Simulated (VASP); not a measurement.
An input for Ansatz (written as the equivalent of a VASP run, and not itself run):

Ansatz 0.2 input:
```yaml
crystal:
  lattice:
    - [0.0000000, 3.3743389, 3.3743389]
    - [3.3743389, 0.0000000, 3.3743389]
    - [3.3743389, 3.3743389, 0.0000000]
  atoms:
    - { symbol: Sn, position: [0.0000000, 0.0000000, 0.0000000] }
    - { symbol: Sb, position: [0.7500000, 0.7500000, 0.7500000] }
kpoints:
  mp_grid: { grid: [9, 9, 9] }
hamiltonian:
  xc: pbesol
  pseudopotentials: { kind: paw }
scf:
  occupations: { method: methfessel_paxton, width: 0.1 }
  max_iter: 100
relax:
  max_steps: 60
  f_tol: 0.01
  cell: {}
output: { forces: true, stress: true, eigenvalues: true }
```

Write the VASP files for the same calculation (PBEsol).

This is not unique; one that fits is 
POSCAR:
```
SnSb
1
   -0.0000000000     3.3743388526     3.3743388526
    3.3743388526    -0.0000000000     3.3743388526
    3.3743388526     3.3743388526     0.0000000000
Sn Sb
1 1
Direct
  0.0000000000   0.0000000000   0.0000000000
  0.7500000000   0.7500000000   0.7500000000
```

**INCAR**
```
ALGO = Normal
EDIFF = 1E-6
EDIFFG = -0.01
ENCUT = 400
GGA = PS
IBRION = 2
ISIF = 3
ISMEAR = 1
LASPH = .TRUE.
LCHARG = .FALSE.
LMAXMIX = 4
LREAL = .FALSE.
LWAVE = .FALSE.
NELM = 100
NSW = 60
PREC = Accurate
SIGMA = 0.1
SYSTEM = SnSb
```

**KPOINTS**
```
kpoints
0
gamma
  9 9 9
```

POTCAR, in this order: Sn_d Sb (PBE.64 set). Program: vasp_std.

The two are equivalent in intent, not identical: each code has its own PAW files, so the cut-off isn't converted (ENCUT is set for VASP's; basis.ecutwfc is left out, and Ansatz then takes the one that its files recommend); Ansatz stops its SCF on the density residual and VASP on the energy change (EDIFF).

The structure comes from a computed database's SnSb entry (F-43m); how it stands against other phases isn't given here. This run relaxes it. Symmetry was kept, so distortions that lower it aren't found. The start is the result of an earlier pass.
